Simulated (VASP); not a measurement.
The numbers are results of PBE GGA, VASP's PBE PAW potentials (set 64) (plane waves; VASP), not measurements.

The input files of a VASP run:

File KPOINTS:
```
Automatic
0
gamma
 6 6 5
```

INCAR:
```
SYSTEM = Se
LMAXMIX = 4   ! l cut-off of mixed one-centre charges
LASPH = .TRUE.   ! aspherical one-centre terms
EDIFF = 1E-6
ISMEAR = -1   ! Fermi-Dirac
LCHARG = .FALSE.
LREAL = .FALSE.   ! projection in real space or not
NELM = 100   ! most electronic steps
ALGO = Normal
GGA = PE   ! PBE
LWAVE = .FALSE.
NSW = 50
ISIF = 3   ! ions, shape and volume
EDIFFG = -0.01   ! ionic stop
IBRION = 2   ! conjugate gradients
SIGMA = 0.01   ! width (eV)
ENCUT = 300   ! plane-wave cut-off (eV)
PREC = Accurate
```

**POSCAR**
```
Se
1.0
  2.2103460000  -3.8284320000   0.0000000000
  2.2103460000   3.8284320000   0.0000000000
  0.0000000000   0.0000000000   5.0074200000
Se
3
direct
  0.0000000000   0.2250000000   0.6666670000
  0.7750000000   0.7750000000   0.0000000000
  0.2250000000   0.0000000000   0.3333330000
```

POTCAR, in this order: Se (PBE.64 set). Program: vasp_std.

The run wrote:

OSZICAR:
```
       N       E                     dE             d eps       ncg     rms          rms(c)
DAV:   1     0.657484371550E+02    0.65748E+02   -0.52674E+03   702   0.730E+02
DAV:   2    -0.636510013958E+01   -0.72114E+02   -0.69529E+02   938   0.152E+02
DAV:   3    -0.105484582891E+02   -0.41834E+01   -0.41683E+01   782   0.428E+01
DAV:   4    -0.105820189986E+02   -0.33561E-01   -0.33542E-01   882   0.447E+00
DAV:   5    -0.105823452337E+02   -0.32624E-03   -0.32623E-03   842   0.412E-01    0.668E+00
DAV:   6    -0.105222159519E+02    0.60129E-01   -0.39276E-02   797   0.144E+00    0.413E+00
DAV:   7    -0.105023030393E+02    0.19913E-01   -0.77343E-02   742   0.200E+00    0.196E-01
DAV:   8    -0.105016783290E+02    0.62471E-03   -0.97102E-03   732   0.699E-01    0.102E-01
DAV:   9    -0.105018017635E+02   -0.12343E-03   -0.31073E-04   917   0.133E-01    0.304E-02
DAV:  10    -0.105018403887E+02   -0.38625E-04   -0.55509E-05   762   0.568E-02    0.786E-03
DAV:  11    -0.105018438894E+02   -0.35007E-05   -0.97980E-06   807   0.212E-02    0.376E-03
DAV:  12    -0.105018436199E+02    0.26950E-06   -0.20381E-06   561   0.105E-02
   1 F= -.10501844E+02 E0= -.10501844E+02  d E =-.105018E+02
       N       E                     dE             d eps       ncg     rms          rms(c)
DAV:   1    -0.105296558280E+02   -0.27812E-01   -0.84002E-01   707   0.563E+00    0.900E-01
DAV:   2    -0.105105585201E+02    0.19097E-01   -0.30398E-02   737   0.112E+00    0.455E-01
DAV:   3    -0.105033594090E+02    0.71991E-02   -0.23052E-02   717   0.829E-01    0.109E-01
DAV:   4    -0.105033809365E+02   -0.21528E-04   -0.26290E-04   837   0.112E-01    0.671E-02
DAV:   5    -0.105033880266E+02   -0.70901E-05   -0.41674E-05   777   0.461E-02    0.165E-02
DAV:   6    -0.105033899549E+02   -0.19283E-05   -0.40697E-06   772   0.143E-02    0.492E-03
DAV:   7    -0.105033904302E+02   -0.47532E-06   -0.29896E-07   426   0.408E-03
   2 F= -.10503390E+02 E0= -.10503390E+02  d E =-.154681E-02
       N       E                     dE             d eps       ncg     rms          rms(c)
DAV:   1    -0.105115150475E+02   -0.81251E-02   -0.17219E-01   707   0.258E+00    0.411E-01
DAV:   2    -0.105076382775E+02    0.38768E-02   -0.61289E-03   732   0.504E-01    0.206E-01
DAV:   3    -0.105062020165E+02    0.14363E-02   -0.46139E-03   707   0.372E-01    0.504E-02
DAV:   4    -0.105062077272E+02   -0.57107E-05   -0.51940E-05   847   0.502E-02    0.317E-02
DAV:   5    -0.105062102603E+02   -0.25331E-05   -0.90234E-06   772   0.215E-02    0.669E-03
DAV:   6    -0.105062105053E+02   -0.24501E-06   -0.72511E-07   446   0.625E-03
   3 F= -.10506211E+02 E0= -.10506211E+02  d E =-.436689E-02
       N       E                     dE             d eps       ncg     rms          rms(c)
DAV:   1    -0.105071437518E+02   -0.93349E-03   -0.27790E-02   702   0.105E+00    0.890E-02
DAV:   2    -0.105069863353E+02    0.15742E-03   -0.10627E-03   852   0.220E-01    0.487E-02
DAV:   3    -0.105068942957E+02    0.92040E-04   -0.21432E-04   757   0.834E-02    0.140E-02
DAV:   4    -0.105068934878E+02    0.80782E-06   -0.71476E-06   882   0.171E-02
   4 F= -.10506893E+02 E0= -.10506893E+02  d E =-.682983E-03
       N       E                     dE             d eps       ncg     rms          rms(c)
DAV:   1    -0.105092748068E+02   -0.23805E-02   -0.18522E-01   702   0.271E+00    0.228E-01
DAV:   2    -0.105082288087E+02    0.10460E-02   -0.70796E-03   852   0.568E-01    0.126E-01
DAV:   3    -0.105076168479E+02    0.61196E-03   -0.14294E-03   767   0.215E-01    0.362E-02
DAV:   4    -0.105076109231E+02    0.59247E-05   -0.49051E-05   867   0.448E-02    0.260E-02
DAV:   5    -0.105076150319E+02   -0.41088E-05   -0.51046E-06   747   0.169E-02    0.203E-03
DAV:   6    -0.105076152162E+02   -0.18430E-06   -0.13682E-07   406   0.283E-03
   5 F= -.10507615E+02 E0= -.10507615E+02  d E =-.140471E-02
       N       E                     dE             d eps       ncg     rms          rms(c)
DAV:   1    -0.105083990464E+02   -0.78401E-03   -0.29250E-02   702   0.100E+00    0.110E-01
DAV:   2    -0.105080186976E+02    0.38035E-03   -0.11074E-03   772   0.220E-01    0.574E-02
DAV:   3    -0.105078757389E+02    0.14296E-03   -0.39427E-04   747   0.110E-01    0.180E-02
DAV:   4    -0.105078733067E+02    0.24322E-05   -0.19153E-05   877   0.281E-02    0.105E-02
DAV:   5    -0.105078738541E+02   -0.54740E-06   -0.15822E-06   491   0.918E-03
   6 F= -.10507874E+02 E0= -.10507874E+02  d E =-.258638E-03
       N       E                     dE             d eps       ncg     rms          rms(c)
DAV:   1    -0.105132055380E+02   -0.53322E-02   -0.26235E-01   702   0.299E+00    0.330E-01
DAV:   2    -0.105097974397E+02    0.34081E-02   -0.99351E-03   772   0.659E-01    0.172E-01
DAV:   3    -0.105085161067E+02    0.12813E-02   -0.34921E-03   747   0.327E-01    0.548E-02
DAV:   4    -0.105084929517E+02    0.23155E-04   -0.17772E-04   877   0.851E-02    0.313E-02
DAV:   5    -0.105084977307E+02   -0.47790E-05   -0.15460E-05   762   0.276E-02    0.967E-03
DAV:   6    -0.105084988732E+02   -0.11424E-05   -0.16208E-06   595   0.893E-03    0.192E-03
DAV:   7    -0.105084991344E+02   -0.26124E-06   -0.24577E-07   351   0.356E-03
   7 F= -.10508499E+02 E0= -.10508499E+02  d E =-.883918E-03
       N       E                     dE             d eps       ncg     rms          rms(c)
DAV:   1    -0.105277465811E+02   -0.19248E-01   -0.10402E+00   702   0.593E+00    0.662E-01
DAV:   2    -0.105142762460E+02    0.13470E-01   -0.39382E-02   777   0.131E+00    0.343E-01
DAV:   3    -0.105091838360E+02    0.50924E-02   -0.13579E-02   747   0.642E-01    0.112E-01
DAV:   4    -0.105090740965E+02    0.10974E-03   -0.74376E-04   867   0.172E-01    0.616E-02
DAV:   5    -0.105090931022E+02   -0.19006E-04   -0.61077E-05   782   0.547E-02    0.191E-02
DAV:   6    -0.105090971238E+02   -0.40216E-05   -0.69853E-06   802   0.178E-02    0.392E-03
DAV:   7    -0.105090978269E+02   -0.70301E-06   -0.54976E-07   546   0.551E-03
   8 F= -.10509098E+02 E0= -.10509098E+02  d E =-.148261E-02
```

**OUTCAR**
```
------------------------ aborting loop because EDIFF is reached ----------------------------------------
  FORCE on cell =-STRESS in cart. coord.  units (eV):
  Direction    XX          YY          ZZ          XY          YZ          ZX
  --------------------------------------------------------------------------------------
  Total        0.0127195      0.0127195     -0.0157513      0.0000000      0.0000000      0.0000000
  in kB        0.2290931      0.2290931     -0.2836992      0.0000000      0.0000000      0.0000000
  external PRESSURE =       0.0581623 kB  Pullay stress =       0.0000000 kB
  volume of cell :       88.95
      direct lattice vectors                 reciprocal lattice vectors
     2.254318113 -3.904593959 -0.000000000     0.221796559 -0.128054288 -0.000000000
     2.254318113  3.904593959  0.000000000     0.221796559  0.128054288  0.000000000
     0.000000000 -0.000000000  5.052986993     0.000000000 -0.000000000  0.197902746
 POSITION                                       TOTAL-FORCE (eV/Angst)
 -----------------------------------------------------------------------------------
      2.74956     -3.04682      3.36866         0.001488      0.002577      0.000000
      3.51816     -0.00000      5.05299        -0.002975      0.000000     -0.000000
      2.74956      3.04682      1.68433         0.001488     -0.002577     -0.000000
 -----------------------------------------------------------------------------------
    total drift:                               -0.000200     -0.000447      0.000007
  FREE ENERGIE OF THE ION-ELECTRON SYSTEM (eV)
  ---------------------------------------------------
  free  energy   TOTEN  =       -10.5090978269 eV

  energy  without entropy=      -10.5090978269  energy(sigma->0) =      -10.50909783

 reached required accuracy - stopping structural energy minimisation
```
(Selected blocks of OUTCAR.)

**CONTCAR**
```
Se
   1.00000000000000
     2.2543181129519150   -3.9045939593142176   -0.0000000000000000
     2.2543181129519150    3.9045939593142176    0.0000000000000000
     0.0000000000000000   -0.0000000000000000    5.0529869931835867
  Se
     3
Direct
     0.9999999999978536    0.2196841135750277    0.6666669999999968
     0.7803158864271188    0.7803158864271188    1.0000000000000000
     0.2196841135750277    0.9999999999978536    0.3333330000000032
```

Energy and stress use the plane-wave basis of the starting cell.

The structure is a typed Se crystal (P3_121). This run relaxes it. Symmetry was kept, so distortions that lower it aren't found. The run is one of a series of settings (EDIFFG = -0.01, IBRION = 2, ISIF = 3, NSW = 50 against the base run), some of them coarse on purpose.
